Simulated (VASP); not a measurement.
Given:

```xyz
2
Lattice="2.9409 0.0000 0.0000 0.0000 2.9409 0.0000 0.0000 0.0000 2.9409" Properties=species:S:1:pos:R:3 pbc="T T T"
Hg     0.0000     0.0000     0.0000
O      1.4705     1.4705     1.4705
```

Computed with LDA (Ceperley-Alder, Perdew-Zunger), VASP's LDA PAW potentials (set 64) (plane waves; VASP 6.6.1). Numerical set-up: 520 eV cut-off, Gaussian smearing of 0.050 eV, potentials Hg O.

Unless said otherwise, spin-orbit coupling is left out, though it shifts the bands of the heavy elements here.

Q: Estimate the band gap (along the path) with the smallest direct gap where there is one.

A: 
- band gap (along the path) = none (metal, semimetal or under 0.01 eV)

Total energies compare only between runs with the same potentials, cut-off and functional.

The structure was generated: HgO was put into the CsCl type (Pm-3m), which need not be its known phase. It was relaxed first, which changed the volume by +24 %.
